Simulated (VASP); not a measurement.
Data:

```xyz
2
Lattice="1.2680 -2.1793 0.0000 1.2680 2.1793 0.0000 0.0000 0.0000 3.9994" Properties=species:S:1:pos:R:3 pbc="T T T"
Co     1.2680     0.7264     0.9998
Co     1.3375    -0.7264     2.9995
```
Starting moments (μB, in the order of the record's atoms Co Co): 1.8 1.8.

All values below come from PBE GGA, VASP's PBE PAW potentials (set 64) (plane waves; VASP). Numerical set-up: 400 eV cut-off, 9×9×5 Γ-centred mesh, first-order Methfessel-Paxton smearing of 0.10 eV, potentials Co.

Gaps are read on the run's mesh, which can miss a band edge.

Question: What does the run give for the cell moment, energy per atom (σ→0), pressure, largest force, band gap (on the k-mesh) with the smallest direct gap where there is one?

Answer: 
```yaml
band gap (on the k-mesh): none (metal, semimetal or under 0.01 eV)
cell_moment: 3.07 μB
energy per atom (σ→0): -7024 meV/atom
pressure: -5.80 GPa
largest_force: 0.136 eV/Å
```

Question: Give the moment on each site (PAW-sphere projection).

Answer: 
```csv
site,moment (μB)
Co1,1.56
Co2,1.56
```

Total energies compare only between runs with the same potentials, cut-off and functional.

The compound is Co in the hcp structure. The cell was not relaxed at this level, atoms are displaced from their ideal sites. The k-mesh is coarse (spacing up to 0.32 per Å, 2π included), so the numbers may not be converged in it. The run is one of a series of settings (KPOINTS 9×9×5 Γ-centred mesh against the base run), some of them coarse on purpose.
